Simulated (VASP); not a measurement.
Given:

```
Al2Pt
1.0
    0.00000     3.03475     2.92835
    3.00150     0.00000     2.92835
    3.00150     3.03475     0.00000
Al Pt
2 1
Cartesian
  1.50075   1.51738   1.46417
  4.50225   4.55213   4.39252
  0.09047   0.00000   0.00000
```
Cell charge +0.5.

Calculation: PBE GGA, VASP's PBE PAW potentials (set 64) (plane waves; VASP). Run with NELECT = 15.5, 400 eV cut-off, 8×8×8 Γ-centred mesh, Gaussian smearing of 0.050 eV, potentials Al Pt.

The cell is charged, with a uniform compensating background.

Task: Give the force on each atom (eV/Å).

Result: 
```csv
atom,Fx,Fy,Fz
Al1,0.327,0.000,0.000
Al2,0.327,0.000,0.000
Pt3,-0.655,0.000,0.000
```

Task: Give the stress tensor in GPa (positive for a compressed cell).

Result: 
```
-19.46    0.00    0.00
  0.00  -19.71    0.00
  0.00    0.00  -17.08
```
The pressure is its mean diagonal, -18.75 GPa.

The compound is PtAl2 in the fluorite structure. The cell was not relaxed at this level, atoms are displaced from their ideal sites. The run is one of a series of settings (ISMEAR = 0, NELECT = 15.5, SIGMA = 0.05 against the base run), some of them coarse on purpose.
